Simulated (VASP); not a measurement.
Here is the system:

```
CELL_PARAMETERS angstrom
      1.51745    -2.60453     0.00000
      1.51745     2.60453     0.00000
      0.00000     0.00000     4.55275
ATOMIC_POSITIONS crystal
  Ti 0.33333 0.66667 0.25000
  Ti 0.67362 0.34028 0.75000
```

Computed with PBE GGA, VASP's PBE PAW potentials (set 64) (plane waves; VASP 6.6.1). Run with 400 eV cut-off, 12×12×7 Γ-centred mesh, second-order Methfessel-Paxton smearing of 0.020 eV, potentials Ti_sv.

**Question.** Predict the energy per atom (σ→0), pressure, band gap (on the k-mesh) with the smallest direct gap where there is one.

**Answer.** 
```
Item                                                        Result
------------------------  ----------------------------------------
band gap (on the k-mesh)  none (metal, semimetal or under 0.01 eV)
energy per atom (σ→0)                               -7.810 eV/atom
pressure                                                 -4.33 GPa
```

Only differences to runs with the same potentials and settings are physical.

The compound is Ti in the hcp structure. The cell was not relaxed at this level, atoms are displaced from their ideal sites. The run is one of a series of settings (ISMEAR = 2, SIGMA = 0.02 against the base run), some of them coarse on purpose.
